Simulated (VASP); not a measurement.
# Initial- and final-state core-level shifts of Ir3Pd2, part 3 of 3

Wanted: the chemical shifts that photoemission would resolve in Ir3Pd2.

VASP 6.6.1, plane waves and PAW; the level of theory is named at each step.

So far. Step 2 (Relaxation): The forces on the free atoms are under 0.05 eV/Å.

## 4. Core hole, atom Ir4

This step: final-state core hole with the electron kept at the Fermi level, PBE; plane waves and PAW (Ir, Ir, Pd) (VASP 6.6.1).

A core electron of Ir4 (4f) is moved to the Fermi level; this atom comes first in POSCAR as a species of its own.

Input file INCAR:

```
SYSTEM = Ir3Pd2
PREC = Normal
ENCUT = 330
EDIFF = 1E-05
NELM = 120
ISMEAR = 0
SIGMA = 0.1
LREAL = Auto
ALGO = Fast
GGA = PE
NBANDS = 116
LASPH = .TRUE.
LWAVE = .FALSE.
LCHARG = .FALSE.
KPAR = 2
NCORE = 4
ICORELEVEL = 2
CLNT = 1
CLN = 4
CLL = 3
CLZ = 1
ISIF = 0
```

Input file POSCAR:

```
Ir3Pd2
1.0
    5.4730064864      0.0000000000      0.0000000000
    2.7365032432      4.7397626523      0.0000000000
    0.0000000000      0.0000000000     22.9373821671
Ir Ir Pd
1 11 8
Direct
    0.5000000000      0.5000000000      0.6948893862
    0.0000000000      0.0000000000      0.6948893862
    0.5000000000      0.0000000000      0.6948893862
    0.0000000000      0.5000000000      0.6948893862
    0.1666666670      0.1666666670      0.5000000000
    0.6666666670      0.1666666670      0.5000000000
    0.1666666670      0.6666666670      0.5000000000
    0.6666666670      0.6666666670      0.5000000000
    0.8333333330      0.3333333330      0.3051106138
    0.3333333330      0.3333333330      0.3051106138
    0.8333333330      0.8333333330      0.3051106138
    0.3333333330      0.8333333330      0.3051106138
    0.8333333330      0.3333333330      0.5975540868
    0.3333333330      0.3333333330      0.5975540868
    0.8333333330      0.8333333330      0.5975540868
    0.3333333330      0.8333333330      0.5975540868
    0.0000000000      0.0000000000      0.4024459132
    0.5000000000      0.0000000000      0.4024459132
    0.0000000000      0.5000000000      0.4024459132
    0.5000000000      0.5000000000      0.4024459132
```

Input file KPOINTS:

```
Automatic mesh
0
Gamma
4 4 1
0 0 0
```

Potentials, in the order of the species: Ir, Ir and Pd (PBE family, release 64).

Started as:

```sh
$ mpirun -np 8 vasp_std
```

Output:

```text
[banner, memory and clock lines left out]
running    8 mpi-ranks, on    1 nodes
 distrk:  each k-point on    4 cores,    2 groups
 distr:  one band on    4 cores,    1 groups

 POSCAR found type information on POSCAR IrIrPd
 POSCAR found :  3 types and      20 ions
 LDA part: xc-table for (Slater+PW92), standard interpolation
 POSCAR, INCAR and KPOINTS ok, starting setup
 FFT: planning ... GRIDC
 FFT: planning ... GRID_SOFT
 FFT: planning ... GRID
 WAVECAR not read
 entering main loop
       N       E                     dE             d eps       ncg     rms          rms(c)
DAV:   1     0.120888995252E+04    0.12089E+04   -0.66586E+04   944   0.103E+03
DAV:   2    -0.142270919357E+03   -0.13512E+04   -0.12647E+04   968   0.358E+02
DAV:   3    -0.245910978033E+03   -0.10364E+03   -0.91576E+02  1168   0.918E+01
DAV:   4    -0.251628731717E+03   -0.57178E+01   -0.54259E+01  1216   0.214E+01
DAV:   5    -0.251783705250E+03   -0.15497E+00   -0.15394E+00  1264   0.333E+00    0.126E+02
RMM:   6    -0.276259336447E+03   -0.24476E+02   -0.44341E+01   984   0.250E+01    0.751E+01
RMM:   7    -0.569578289318E+03   -0.29332E+03   -0.29088E+02  1497   0.482E+01    0.159E+02
RMM:   8    -0.432636197874E+03    0.13694E+03   -0.85051E+01  1282   0.220E+01    0.148E+02
RMM:   9    -0.407645304560E+03    0.24991E+02   -0.64868E+01  1178   0.186E+01    0.153E+02
RMM:  10    -0.297790907116E+03    0.10985E+03   -0.45986E+01  1097   0.151E+01    0.139E+02
RMM:  11    -0.293446839205E+03    0.43441E+01   -0.10660E+01  1042   0.106E+01    0.113E+02
RMM:  12    -0.289388459790E+03    0.40584E+01   -0.25567E+01  1214   0.141E+01    0.653E+01
RMM:  13    -0.245722627459E+03    0.43666E+02   -0.28893E+01  1227   0.122E+01    0.416E+01
RMM:  14    -0.239431463294E+03    0.62912E+01   -0.26495E+00  1067   0.471E+00    0.320E+01
RMM:  15    -0.239381749291E+03    0.49714E-01   -0.89593E-01  1061   0.244E+00    0.271E+01
RMM:  16    -0.239444056856E+03   -0.62308E-01   -0.26327E-01  1330   0.119E+00    0.268E+01
RMM:  17    -0.239419208166E+03    0.24849E-01   -0.25360E-02  1225   0.336E-01    0.270E+01
RMM:  18    -0.239465664536E+03   -0.46456E-01   -0.18428E-02  1065   0.447E-01    0.260E+01
RMM:  19    -0.239723340756E+03   -0.25768E+00   -0.34597E-02  1210   0.483E-01    0.287E+01
RMM:  20    -0.240519503886E+03   -0.79616E+00   -0.19443E-01  1527   0.126E+00    0.351E+01
RMM:  21    -0.239935403704E+03    0.58410E+00   -0.70795E-02  1300   0.778E-01    0.312E+01
RMM:  22    -0.239446508650E+03    0.48890E+00   -0.47896E-02  1246   0.599E-01    0.303E+01
RMM:  23    -0.238438445991E+03    0.10081E+01   -0.39839E-01  1653   0.164E+00    0.271E+01
RMM:  24    -0.236754965838E+03    0.16835E+01   -0.13114E+00  1820   0.302E+00    0.201E+01
RMM:  25    -0.235287875118E+03    0.14671E+01   -0.55774E-01  1760   0.202E+00    0.147E+01
RMM:  26    -0.234967198211E+03    0.32068E+00   -0.35493E-01  1622   0.148E+00    0.943E+00
RMM:  27    -0.235132720731E+03   -0.16552E+00   -0.13288E-01  1501   0.944E-01    0.639E+00
RMM:  28    -0.235004926513E+03    0.12779E+00   -0.52347E-01  1692   0.202E+00    0.660E+00
RMM:  29    -0.234809234526E+03    0.19569E+00   -0.36498E-01  1591   0.156E+00    0.458E+00
RMM:  30    -0.234793913478E+03    0.15321E-01   -0.23254E-02  1096   0.440E-01    0.481E+00
RMM:  31    -0.234783150964E+03    0.10763E-01   -0.26422E-02  1189   0.419E-01    0.463E+00
RMM:  32    -0.234744816046E+03    0.38335E-01   -0.19470E-02  1108   0.493E-01    0.162E+00
RMM:  33    -0.234741003056E+03    0.38130E-02   -0.77502E-03  1053   0.211E-01    0.123E+00
RMM:  34    -0.234741770298E+03   -0.76724E-03   -0.18336E-03   992   0.149E-01    0.115E+00
RMM:  35    -0.234739931195E+03    0.18391E-02   -0.14120E-03  1045   0.121E-01    0.450E-01
RMM:  36    -0.234739063066E+03    0.86813E-03   -0.26018E-03  1166   0.139E-01    0.293E-01
RMM:  37    -0.234739096231E+03   -0.33165E-04   -0.27767E-04  1086   0.515E-02    0.210E-01
RMM:  38    -0.234739156706E+03   -0.60475E-04   -0.30546E-04  1082   0.464E-02    0.130E-01
RMM:  39    -0.234739145719E+03    0.10987E-04   -0.85517E-05   955   0.302E-02    0.992E-02
RMM:  40    -0.234739140115E+03    0.56039E-05   -0.56746E-05   822   0.184E-02
   1 F= -.23473914E+03 E0= -.23466473E+03  d E =-.148829E+00
```

It took 59 s on 8 MPI ranks of AMD EPYC 7R43, shared host; peak memory 1.2 GiB.

From OUTCAR (step 4):

```text
 Subroutine GETGRP returns: Found  6 space group operations
 (whereof  2 operations were pure point group operations)

The static configuration has the point symmetry C_1h.
 The point group associated with its full space group is C_3v.

 Found      4 irreducible k-points:

   NELECT =     189.0000    total number of electrons

 the core state eigenenergies are
   1-  1s -76125.0011  2s -13333.5242  2p -11583.2934  3s  -3135.6364  3p  -2624.0405
       3d  -2062.2527  4s   -677.9202  4p   -509.0272  4d   -302.2133  4f    -72.1244
       5s    -95.2010  5p    -50.2086
   2-  1s -76095.3149  2s -13303.4969  2p -11553.3300  3s  -3105.9513  3p  -2594.4371
       3d  -2032.4024  4s   -656.6776  4p   -488.9668  4d   -283.2562  4f    -54.6122
       5s    -90.1796  5p    -46.9289
   3-  1s -76095.3149  2s -13303.4969  2p -11553.3300  3s  -3105.9513  3p  -2594.4371
       3d  -2032.4024  4s   -656.6776  4p   -488.9668  4d   -283.2562  4f    -54.6122
       5s    -90.1796  5p    -46.9289
   4-  1s -76095.3149  2s -13303.4969  2p -11553.3300  3s  -3105.9513  3p  -2594.4371
       3d  -2032.4024  4s   -656.6776  4p   -488.9668  4d   -283.2562  4f    -54.6122
       5s    -90.1796  5p    -46.9289
   5-  1s -76095.8095  2s -13304.0173  2p -11553.8488  3s  -3106.4774  3p  -2594.9631
       3d  -2032.9292  4s   -657.2113  4p   -489.5015  4d   -283.7926  4f    -55.1511
       5s    -90.7339  5p    -47.4853
   6-  1s -76095.7704  2s -13303.9784  2p -11553.8098  3s  -3106.4393  3p  -2594.9250
       3d  -2032.8910  4s   -657.1746  4p   -489.4650  4d   -283.7562  4f    -55.1151
       5s    -90.7009  5p    -47.4543
   7-  1s -76095.7704  2s -13303.9784  2p -11553.8098  3s  -3106.4393  3p  -2594.9250
       3d  -2032.8910  4s   -657.1746  4p   -489.4650  4d   -283.7562  4f    -55.1151
       5s    -90.7009  5p    -47.4543
   8-  1s -76095.7704  2s -13303.9784  2p -11553.8098  3s  -3106.4393  3p  -2594.9250
       3d  -2032.8910  4s   -657.1746  4p   -489.4650  4d   -283.7562  4f    -55.1151
       5s    -90.7009  5p    -47.4543
   9-  1s -76095.3874  2s -13303.5732  2p -11553.4062  3s  -3106.0241  3p  -2594.5098
       3d  -2032.4760  4s   -656.7453  4p   -489.0340  4d   -283.3231  4f    -54.6779
       5s    -90.2354  5p    -46.9786
  10-  1s -76095.3874  2s -13303.5732  2p -11553.4062  3s  -3106.0241  3p  -2594.5098
       3d  -2032.4760  4s   -656.7453  4p   -489.0340  4d   -283.3231  4f    -54.6779
       5s    -90.2354  5p    -46.9786
  11-  1s -76095.3771  2s -13303.5626  2p -11553.3956  3s  -3106.0139  3p  -2594.4996
       3d  -2032.4657  4s   -656.7356  4p   -489.0244  4d   -283.3135  4f    -54.6685
       5s    -90.2271  5p    -46.9711
  12-  1s -76095.3874  2s -13303.5732  2p -11553.4062  3s  -3106.0241  3p  -2594.5098
       3d  -2032.4760  4s   -656.7453  4p   -489.0340  4d   -283.3231  4f    -54.6779
       5s    -90.2354  5p    -46.9786
  13-  1s -24158.8704  2s  -3525.2632  2p  -3160.0137  3s   -633.6850  3p   -513.6820
       3d   -323.2282  4s    -82.7192  4p    -48.4311
  14-  1s -24158.8704  2s  -3525.2632  2p  -3160.0137  3s   -633.6850  3p   -513.6820
[...]
20-  1s -24158.9631  2s  -3525.3589  2p  -3160.1093  3s   -633.7738  3p   -513.7709
       3d   -323.3180  4s    -82.7943  4p    -48.5031

 E-fermi :   1.9493

 k-point     1 :       0.0000    0.0000    0.0000
  band No.  band energies     occupation
    ...
     82       1.6260      2.00000
     83       1.7426      1.99653
     84       1.7426      1.99653
     85       1.8081      1.95418
     86       1.9188      1.33364
     87       2.1324      0.00960
     88       2.1324      0.00960
     89       2.2735      0.00000
     90       2.2735      0.00000
     91       2.2834      0.00000
    ...

 k-point     2 :       0.2500   -0.0000    0.0000
  band No.  band energies     occupation
    ...
     88       1.6471      1.99998
     89       1.6757      1.99989
     90       1.7721      1.98777
     91       1.7732      1.98727
     92       1.8338      1.89779
     93       2.0208      0.31230
     94       2.0469      0.16776
     95       2.0817      0.06124
     96       2.1131      0.02053
     97       2.2135      0.00019
    ...

 POSITION                                       TOTAL-FORCE (eV/Angst)
 -----------------------------------------------------------------------------------
      4.10475      2.36988     15.93894         0.000000      0.000000      1.076823
      0.00000      0.00000     15.93894        -0.001205     -0.000696     -0.013650
      2.73650      0.00000     15.93894         0.001205     -0.000696     -0.013650
      1.36825      2.36988     15.93894         0.000000      0.001391     -0.013650
      1.36825      0.78996     11.46869         0.000000      0.000000     -0.130496
      4.10475      0.78996     11.46869         0.000000      0.004536      0.051533
      2.73650      3.15984     11.46869         0.003928     -0.002268      0.051533
      5.47301      3.15984     11.46869        -0.003928     -0.002268      0.051533
      5.47301      1.57992      6.99844         0.013749     -0.007938     -0.052178
      2.73650      1.57992      6.99844        -0.013749     -0.007938     -0.052178
      6.84126      3.94980      6.99844         0.000000      0.000000      0.019213
      4.10475      3.94980      6.99844        -0.000000      0.015876     -0.052178
      5.47301      1.57992     13.70633         0.115397     -0.066624     -0.303041
      2.73650      1.57992     13.70633        -0.115397     -0.066624     -0.303041
      6.84126      3.94980     13.70633         0.000000      0.000000      0.122136
      4.10475      3.94980     13.70633         0.000000      0.133248     -0.303041
      0.00000      0.00000      9.23106        -0.002224     -0.001284     -0.003957
      2.73650      0.00000      9.23106         0.002224     -0.001284     -0.003957
      1.36825      2.36988      9.23106        -0.000000      0.002568     -0.003957
      4.10475      2.36988      9.23106         0.000000      0.000000     -0.123795
 -----------------------------------------------------------------------------------
    total drift:                               -0.000006     -0.000004      0.013206

  FREE ENERGIE OF THE ION-ELECTRON SYSTEM (eV)
  ---------------------------------------------------
  free  energy   TOTEN  =      -234.7391401148 eV

  energy  without entropy=     -234.5903115756  energy(sigma->0) =     -234.66472585

[... 6 parts as in an earlier step ...]

[... 3 further parts left out ...]
```

This run has no spin polarisation.

Numbers from this step:

```
free energy (TOTEN)     : -234.7391 eV
energy at zero smearing : -234.6647 eV
Fermi energy            : 1.949 eV
```

This is the reference for holes on Ir.

## 5. Core hole, atom Ir3

The same hole on the next atom.

INCAR is that of step 4.

Edit POSCAR of step 4 so:

```diff
@@ -8,6 +8,6 @@
 Direct
-    0.5000000000      0.5000000000      0.6948893862
+    0.0000000000      0.5000000000      0.6948893862
     0.0000000000      0.0000000000      0.6948893862
     0.5000000000      0.0000000000      0.6948893862
-    0.0000000000      0.5000000000      0.6948893862
+    0.5000000000      0.5000000000      0.6948893862
     0.1666666670      0.1666666670      0.5000000000
```

KPOINTS is that of step 4.

Started as:

```sh
$ mpirun -np 8 vasp_std
```

Output:

```text
[... set-up lines as in an earlier step ...]
 entering main loop
       N       E                     dE             d eps       ncg     rms          rms(c)
DAV:   1     0.120902029529E+04    0.12090E+04   -0.66565E+04   944   0.103E+03
DAV:   2    -0.147128042167E+03   -0.13561E+04   -0.12648E+04   984   0.358E+02
DAV:   3    -0.246613018728E+03   -0.99485E+02   -0.88618E+02  1192   0.911E+01
DAV:   4    -0.251632908838E+03   -0.50199E+01   -0.48207E+01  1208   0.208E+01
[...]
RMM:  40    -0.234739197524E+03    0.21922E-04   -0.21620E-04  1101   0.423E-02    0.301E-01
RMM:  41    -0.234739083460E+03    0.11406E-03   -0.11316E-04   961   0.327E-02    0.137E-01
RMM:  42    -0.234739080375E+03    0.30851E-05   -0.69176E-05   899   0.241E-02
   1 F= -.23473908E+03 E0= -.23466466E+03  d E =-.148844E+00
```

The job ended after 73 s (8 MPI ranks; peak memory 1.2 GiB).

Parts of OUTCAR (step 5):

```text
 POSITION                                       TOTAL-FORCE (eV/Angst)
 -----------------------------------------------------------------------------------
      1.36825      2.36988     15.93894         0.000000     -0.000000      1.068444
      0.00000      0.00000     15.93894         0.000694     -0.000401     -0.012693
      2.73650      0.00000     15.93894        -0.000694     -0.000401     -0.012693
      4.10475      2.36988     15.93894        -0.000000      0.000802     -0.012693
      1.36825      0.78996     11.46869        -0.000000      0.004457      0.054291
      4.10475      0.78996     11.46869         0.000000     -0.000000     -0.126377
      2.73650      3.15984     11.46869        -0.003860     -0.002229      0.054291
      5.47301      3.15984     11.46869         0.003860     -0.002229      0.054291
      5.47301      1.57992      6.99844        -0.013848     -0.007995     -0.054541
      2.73650      1.57992      6.99844         0.013848     -0.007995     -0.054541
      6.84126      3.94980      6.99844        -0.000000      0.015990     -0.054541
      4.10475      3.94980      6.99844         0.000000     -0.000000      0.017212
      5.47301      1.57992     13.70633        -0.115460     -0.066661     -0.301761
      2.73650      1.57992     13.70633         0.115460     -0.066661     -0.301761
[...]
-----------------------------------------------------------------------------------
    total drift:                               -0.000006     -0.000004      0.022063

  FREE ENERGIE OF THE ION-ELECTRON SYSTEM (eV)
  ---------------------------------------------------
  free  energy   TOTEN  =      -234.7390803752 eV

  energy  without entropy=     -234.5902367926  energy(sigma->0) =     -234.66465858

[... 2 parts as in an earlier step ...]

[... 1 further part left out ...]
[key lines of the parts left out:]
E-fermi :   1.9461
```

Against the hole on Ir4 the energy differs by +0.00 eV.

## 6. Core hole, atom Ir5

The same hole on the next atom.

INCAR is that of step 5.

Edit POSCAR of step 5 so:

```diff
@@ -8,7 +8,7 @@
 Direct
-    0.0000000000      0.5000000000      0.6948893862
+    0.1666666670      0.1666666670      0.5000000000
     0.0000000000      0.0000000000      0.6948893862
     0.5000000000      0.0000000000      0.6948893862
+    0.0000000000      0.5000000000      0.6948893862
     0.5000000000      0.5000000000      0.6948893862
-    0.1666666670      0.1666666670      0.5000000000
     0.6666666670      0.1666666670      0.5000000000
```

KPOINTS is that of step 5.

Started as:

```sh
$ mpirun -np 8 vasp_std
```

Output:

```text
[... set-up lines as in an earlier step ...]
 entering main loop
       N       E                     dE             d eps       ncg     rms          rms(c)
DAV:   1     0.120952424377E+04    0.12095E+04   -0.66580E+04   944   0.103E+03
DAV:   2    -0.142076287735E+03   -0.13516E+04   -0.12651E+04   968   0.358E+02
DAV:   3    -0.244872230770E+03   -0.10280E+03   -0.91658E+02  1184   0.918E+01
DAV:   4    -0.250627672178E+03   -0.57554E+01   -0.54467E+01  1208   0.217E+01
[...]
RMM:  26    -0.234209605643E+03   -0.54271E-04   -0.23788E-04  1068   0.431E-02    0.122E-01
RMM:  27    -0.234209590022E+03    0.15620E-04   -0.95121E-05   903   0.334E-02    0.503E-02
RMM:  28    -0.234209585186E+03    0.48367E-05   -0.20773E-05   583   0.158E-02
   1 F= -.23420959E+03 E0= -.23412902E+03  d E =-.161140E+00
```

Run time: 45 s. Hardware: 8 MPI ranks; peak memory 1.1 GiB.

OUTCAR, selected parts (step 6):

```text
 POSITION                                       TOTAL-FORCE (eV/Angst)
 -----------------------------------------------------------------------------------
      1.36825      0.78996     11.46869         0.000000     -0.000000      0.000000
      0.00000      0.00000     15.93894         0.019494      0.011255      0.036476
      2.73650      0.00000     15.93894        -0.019494      0.011255      0.036476
      1.36825      2.36988     15.93894         0.000000     -0.022510      0.036476
      4.10475      2.36988     15.93894         0.000000     -0.000000      0.013940
      4.10475      0.78996     11.46869         0.000000     -0.000000      0.000000
      2.73650      3.15984     11.46869         0.000000     -0.000000      0.000000
      5.47301      3.15984     11.46869         0.000000     -0.000000      0.000000
      5.47301      1.57992      6.99844         0.019494     -0.011255     -0.036476
      2.73650      1.57992      6.99844        -0.019494     -0.011255     -0.036476
      6.84126      3.94980      6.99844         0.000000     -0.000000     -0.013940
      4.10475      3.94980      6.99844        -0.000000      0.022510     -0.036476
      5.47301      1.57992     13.70633        -0.111497      0.064373      0.323627
      2.73650      1.57992     13.70633         0.111497      0.064373      0.323627
[...]
-----------------------------------------------------------------------------------
    total drift:                                0.000009      0.000005     -0.000000

  FREE ENERGIE OF THE ION-ELECTRON SYSTEM (eV)
  ---------------------------------------------------
  free  energy   TOTEN  =      -234.2095851858 eV

  energy  without entropy=     -234.0484453658  energy(sigma->0) =     -234.12901528

[... 2 parts as in an earlier step ...]

[... 1 further part left out ...]
[key lines of the parts left out:]
E-fermi :   1.9399
```

Against the hole on Ir4 the energy differs by +0.54 eV.

## 7. Summary

This step: core-level shifts, PBE; plane waves and PAW (VASP 6.6.1).

This step runs nothing: it gathers the runs above.

A positive shift is a higher binding energy. Cost is wall time times ranks on a shared host. Core-level shifts:

| atom | region | shell | Kohn-Sham level below the Fermi level (eV) | initial-state shift (eV) | final-state shift (eV) | shifts are from | cost (core minutes) |
| --- | --- | --- | --- | --- | --- | --- | --- |
| Ir4 | layer 1 | 4f | 56.61 | 0 | 0 | Ir4 | 7.87 |
| Ir3 | layer 1 | 4f | 56.61 | 0 | 6.73e-5 | Ir4 | 9.73 |
| Ir5 | layer 3 | 4f | 57.04 | 0.4328 | 0.5357 | Ir4 | 6 |

## 8. What came out

```json
{
 "Ir5 4f (layer 3), from Ir4": "initial state +0.43 eV, final state +0.54 eV"
}
```

What this shows: Against Ir4, Ir5 is shifted by +0.43 eV in the initial state and by +0.54 eV with the hole (energies extrapolated to zero smearing). Ir3 has the level of the reference atom in both states, as equivalent sites do. Only these atoms were given a hole, so other sites aren't ranked. The difference of the two pictures holds the screening of the hole, but also the cell's limits: holes repeat 5.5 Å apart, and the electron from the core stays in the cell, where it moves the Fermi energy by -0.03 to -0.02 eV, less than the shifts themselves. Cell size, mesh and smearing weren't varied between the hole runs, and no dipole correction was applied to the slab. The other core electrons are frozen, spin-orbit splitting and multiplets are absent, and only shifts between atoms of one element are meaningful. Not tabulated here, as repeats of values shown or as unfit to read for their mesh, reference level or band range: core levels (core hole).

[Lines on the potential files, build, host, timing and source positions are cut from VASP's logs without a mark.]

[Logs are printed without paths, hosts, clocks, repeated set-up lines and the standing remarks that a program may print on its own settings, such as how far it seeks lower states.]

[Hosts, paths, dates, database ids (printed as entryN), source tags and the programs' standing remarks are cut or masked in the printed files.]
